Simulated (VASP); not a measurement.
# Ni(110): what the settings do to the level below the vacuum, part 6 of 6

Wanted: the error that each setting leaves in the work function or ionisation potential of Ni(110).

VASP 6.6.1, plane waves and PAW; the level of theory is named at each step.

Still holding for the runs below: The magnetic state follows from one typed start and may not be the lowest.

So far, highest filled level below the vacuum (eV): step 2 (the base run, PBE) 4.51; step 12 (a lower cutoff, ENCUT 280, PBE) 4.51; step 13 (another smearing width, SIGMA 0.02, PBE) 4.50; step 14 (another smearing width, SIGMA 0.4, PBE) 4.51; step 16 (another level, functional LDA, disp none) 4.92.

### 20. Another level, functional r2SCAN, disp none

This step: r2SCAN, spin-polarised from a ferromagnetic start; plane waves and PAW (Ni) (VASP 6.6.1).

INCAR

```
SYSTEM = Ni
PREC = Normal
ENCUT = 350
EDIFF = 1E-06
NELM = 120
ISMEAR = 1
SIGMA = 0.1
LREAL = .FALSE.
ALGO = Normal
METAGGA = R2SCAN
LASPH = .TRUE.
NBANDS = 51
ISPIN = 2
MAGMOM = 1 1 1 1 1 1 1
LMAXMIX = 4
LORBIT = 11
LWAVE = .FALSE.
LCHARG = .FALSE.
KPAR = 4
IDIPOL = 3
LDIPOL = .TRUE.
DIPOL = 0.5 0.5 0.5
LVHAR = .TRUE.
LVACPOTAV = .TRUE.
```

POSCAR

```
Ni
1.0
    3.5200000000      0.0000000000      0.0000000000
    0.0000000000      2.4890158698      0.0000000000
    0.0000000000      0.0000000000     25.4670476093
Ni
7
Direct
    0.0000000000      0.0000000000      0.3533978551
    0.5000000000      0.5000000000      0.4022652367
    0.0000000000      0.0000000000      0.4511326184
    0.5000000000      0.5000000000      0.5000000000
    0.0000000000      0.0000000000      0.5488673816
    0.5000000000      0.5000000000      0.5977347633
    0.0000000000      0.0000000000      0.6466021449
```

KPOINTS

```
Automatic mesh
0
Gamma
7 10 1
0 0 0
```

The projector-augmented-wave data sets are Ni (PBE family, release 64).

Launch:

```console
$ mpirun -np 4 vasp_std
```

The program printed:

```text
[banner, memory and clock lines left out]
running    4 mpi-ranks, on    1 nodes
[...]
[... a notice as in an earlier step ...]

 LDA part: xc-table for (None), standard interpolation
 POSCAR, INCAR and KPOINTS ok, starting setup
[...]
entering main loop
       N       E                     dE             d eps       ncg     rms          rms(c)
DAV:   1     0.392672215863E+03    0.39267E+03   -0.24986E+04  4904   0.112E+03
DAV:   2    -0.632201777777E+02   -0.45589E+03   -0.43154E+03  4933   0.291E+02
DAV:   3    -0.967951931563E+02   -0.33575E+02   -0.31826E+02  5315   0.111E+02
DAV:   4    -0.973463887990E+02   -0.55120E+00   -0.54998E+00  5422   0.165E+01
[...]
DAV:  51    -0.807331259994E+02   -0.10387E-05   -0.12558E-06  3667   0.785E-03    0.231E-04
DAV:  52    -0.807331297191E+02   -0.37196E-05   -0.13654E-06  3675   0.841E-03    0.200E-04
DAV:  53    -0.807331296949E+02    0.24145E-07   -0.64340E-07  3444   0.542E-03
 [... a notice as in an earlier step ...]

   1 F= -.80733130E+02 E0= -.80733458E+02  d E =0.983688E-03  mag=     5.6082
```

Wall time 2.6 min (4 MPI ranks of Intel Xeon 6975P-C (Granite Rapids), shared host); peak memory 1.3 GiB.

Parts of OUTCAR (step 20):

```text
  Total       -5.3394408     -6.0939618     -3.8861119     -0.0000000      0.0000000      0.0000000
  in kB      -38.3404696    -43.7583948    -27.9046742     -0.0000000      0.0000000      0.0000000
  external PRESSURE =     -36.6678462 kB  Pullay stress =       0.0000000 kB

 POSITION                                       TOTAL-FORCE (eV/Angst)
 -----------------------------------------------------------------------------------
      0.00000      0.00000      9.00000        -0.000000     -0.000000      0.764944
      1.76000      1.24451     10.24451         0.000000     -0.000000     -0.373968
      0.00000      0.00000     11.48902         0.000000      0.000000     -0.014281
      1.76000      1.24451     12.73352         0.000000     -0.000000      0.000000
      0.00000      0.00000     13.97803         0.000000     -0.000000      0.014281
      1.76000      1.24451     15.22254         0.000000     -0.000000      0.373968
      0.00000      0.00000     16.46705         0.000000     -0.000000     -0.764944
 -----------------------------------------------------------------------------------
    total drift:                                0.000000      0.000000      0.000000

  FREE ENERGIE OF THE ION-ELECTRON SYSTEM (eV)
  ---------------------------------------------------
  free  energy   TOTEN  =       -80.7331296949 eV

  energy  without entropy=      -80.7341133830  energy(sigma->0) =      -80.73345759

 magnetization (x)
# of ion       s       p       d       tot
------------------------------------------
    1        0.002  -0.023   1.003   0.983
    2       -0.010  -0.044   0.802   0.748
    3       -0.009  -0.043   0.810   0.758
    4       -0.012  -0.042   0.790   0.736
    5       -0.009  -0.043   0.810   0.758
    6       -0.010  -0.044   0.802   0.748
    7        0.002  -0.023   1.003   0.983
--------------------------------------------------
tot         -0.045  -0.262   6.021   5.713

[... 2 parts as in an earlier step ...]

[... 1 further part left out ...]
[key lines of the parts left out:]
E-fermi :   0.3966
```

SCAN-type functionals tend to overstate the moments of itinerant magnets.

Spin moment in the PAW sphere by atom:

| atom | spin moment in the PAW sphere (μB) |
| --- | --- |
| Ni1 | 0.983 |
| Ni2 | 0.748 |
| Ni3 | 0.758 |
| Ni4 | 0.736 |
| Ni5 | 0.758 |
| Ni6 | 0.748 |
| Ni7 | 0.983 |

Against the base run its depth below the vacuum changes by -0.16 eV.

### 21. Side by side

Times are for 4 MPI ranks of Intel Xeon 6975P-C (Granite Rapids), shared host. Results by setting:

| no. | functional | highest filled level below the vacuum (eV) | time | memory (GiB) |
| --- | --- | --- | --- | --- |
| 1 | LDA | 4.920 | 40 s | 1.2 |
| 2 | PBEsol | 4.615 | 52 s | 1.2 |
| 3 | RPBE | 4.319 | 56 s | 1.3 |
| 4 | optB88-vdW | 4.833 | 1.7 min | 2.0 |
| 5 | r2SCAN | 4.345 | 2.6 min | 1.3 |

### 22. All runs together

This step: slab, study of settings, base PBE; plane waves and PAW (VASP 6.6.1).

Derived from the runs above.

This step gave:

```yaml
highest_filled_level_below_the_vacuum: 4.506 eV
```

Energies of other functionals are not comparable and are left out. All runs:

| change from the base run | level below the vacuum (eV) | shift (eV) | energy change (meV/atom) | core seconds |
| --- | --- | --- | --- | --- |
| base | 4.506 | 0 | 0 | 264 |
| mesh 2 x 3 | 4.544 | 0.038 | 100 | 104 |
| mesh 4 x 6 | 4.543 | 0.036 | -3.3 | 180 |
| mesh 10 x 15 | 4.527 | 0.021 | 1 | 424 |
| vacuum 5 A | - | - | -4.2 | 100 |
| vacuum 8 A | - | - | -0.1 | 104 |
| vacuum 24 A | 4.512 | 0.005 | 0 | 264 |
| cutoff 210 eV | 4.624 | 0.117 | 275.3 | 124 |
| cutoff 280 eV | 4.506 | 0 | 3.1 | 176 |
| smearing 0.02 eV | 4.503 | -0.004 | 0 | 224 |
| smearing 0.4 eV | 4.507 | 0.001 | -0.5 | 212 |
| LDA | 4.92 | 0.414 | - | 160 |
| PBEsol | 4.615 | 0.109 | - | 208 |
| RPBE | 4.319 | -0.187 | - | 224 |
| optB88-vdW | 4.833 | 0.326 | - | 416 |
| r2SCAN | 4.345 | -0.161 | - | 628 |

### 23. What came out

| Property | Result |
| --- | --- |
| highest filled level below the vacuum | 4.51 eV |

What this shows: The base run puts the highest filled level 4.51 eV below the vacuum at the upper face. Among the meshes tried the largest shift is 0.04 eV (mesh 2 x 3, at 0.39 times the cost). The vacuum widths shift it by about 0.01 eV or less. Among the lower cutoffs the largest shift is 0.12 eV (cutoff 210 eV, at 0.47 times the cost). The smearing widths shift it by about 0.01 eV or less. With vacuum 5 A and vacuum 8 A the program printed no vacuum level, so no level is given there, and the line on vacuum widths holds for the others alone. The functionals span 0.60 eV, from RPBE to LDA. Where the program printed no vacuum level, the number is read from the planar average about a third of the way across the gap. The program warns that it found no field-free region at its default tolerance, also in runs whose level could not be checked against a flat part of the potential; that adds doubt to those levels. The thickness of the slab was not varied, and the small cell can't reconstruct. Costs come from a shared host, and the base run also writes a finer density of states, so small ratios mean little. All runs hold the atoms as cut and share one family of PAW data sets, so relaxation and each functional's own lattice are left out.

[Lines on the potential files, build, host, timing and source positions are cut from VASP's logs without a mark.]

[Logs are printed without paths, hosts, clocks, repeated set-up lines and the standing remarks that a program may print on its own settings, such as how far it seeks lower states.]

[Hosts, paths, dates, database ids (printed as entryN), source tags and the programs' standing remarks are cut or masked in the printed files.]

[In band tables of VASP the shares of atoms and orbitals are scaled to a sum of 1 inside the atoms' spheres.]

[Runs that stopped without an error message from VASP are left out.]
